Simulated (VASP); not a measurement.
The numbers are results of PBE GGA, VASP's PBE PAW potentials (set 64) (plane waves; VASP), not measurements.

Input for VASP

**KPOINTS**
```
Automatic mesh
0
Gamma
14 14 14
0 0 0
```

**POSCAR**
```
In
1
   -1.6250000000     1.6250000000     2.4750000000
    1.6250000000    -1.6250000000     2.4750000000
    1.6250000000     1.6250000000    -2.4750000000
In
1
Direct
  0.0000000000   0.0000000000   0.0000000000
```

### INCAR
```
SYSTEM = In
PREC = Accurate
ENCUT = 400
EDIFF = 1E-6
NELM = 100
ALGO = Normal
LREAL = .FALSE.
LASPH = .TRUE.
ISMEAR = 1
SIGMA = 0.1
GGA = PE
LMAXMIX = 4
LWAVE = .FALSE.
LCHARG = .FALSE.
ISIF = 2
```

POTCAR, in this order: In_d (PBE.64 set). Program: vasp_std.

The resulting files:

**OSZICAR**
```
       N       E                     dE             d eps       ncg     rms          rms(c)
DAV:   1     0.635361706026E+02    0.63536E+02   -0.56092E+03  4940   0.137E+03
DAV:   2    -0.191094410835E+00   -0.63727E+02   -0.62922E+02  4972   0.263E+02
DAV:   3    -0.252818936175E+01   -0.23371E+01   -0.23307E+01  5718   0.603E+01
DAV:   4    -0.257920375912E+01   -0.51014E-01   -0.51005E-01  6168   0.879E+00
DAV:   5    -0.258150427711E+01   -0.23005E-02   -0.23005E-02  6050   0.149E+00    0.229E+00
DAV:   6    -0.255850983525E+01    0.22994E-01   -0.44383E-02  5608   0.469E+00    0.114E+00
DAV:   7    -0.255400263621E+01    0.45072E-02   -0.14138E-02  5732   0.245E+00    0.258E-01
DAV:   8    -0.255371854732E+01    0.28409E-03   -0.78992E-04  5928   0.561E-01    0.324E-02
DAV:   9    -0.255372450562E+01   -0.59583E-05   -0.13384E-05  6562   0.519E-02    0.132E-02
DAV:  10    -0.255372504342E+01   -0.53780E-06   -0.97521E-07  3360   0.140E-02
   1 F= -.25537250E+01 E0= -.25537302E+01  d E =0.154311E-04
```

OUTCAR:
```
------------------------ aborting loop because EDIFF is reached ----------------------------------------
  FORCE on cell =-STRESS in cart. coord.  units (eV):
  Direction    XX          YY          ZZ          XY          YZ          ZX
  --------------------------------------------------------------------------------------
  Total        0.2810616      0.2810616      0.3585498      0.0000000      0.0000000      0.0000000
  in kB       17.2254321     17.2254321     21.9744574      0.0000000      0.0000000      0.0000000
  external PRESSURE =      18.8084405 kB  Pullay stress =       0.0000000 kB
  volume of cell :       26.14
      direct lattice vectors                 reciprocal lattice vectors
    -1.625000000  1.625000000  2.475000000     0.000000000  0.307692308  0.202020202
     1.625000000 -1.625000000  2.475000000     0.307692308  0.000000000  0.202020202
     1.625000000  1.625000000 -2.475000000     0.307692308  0.307692308  0.000000000
 POSITION                                       TOTAL-FORCE (eV/Angst)
 -----------------------------------------------------------------------------------
      0.00000      0.00000      0.00000         0.000000     -0.000000      0.000000
 -----------------------------------------------------------------------------------
    total drift:                                0.000000      0.000000      0.000000
  FREE ENERGIE OF THE ION-ELECTRON SYSTEM (eV)
  ---------------------------------------------------
  free  energy   TOTEN  =        -2.5537250434 eV

  energy  without entropy=       -2.5537404746  energy(sigma->0) =       -2.55373019
```
(Selected blocks of OUTCAR.)

The compound is In in the bct structure. The cell was not relaxed at this level.
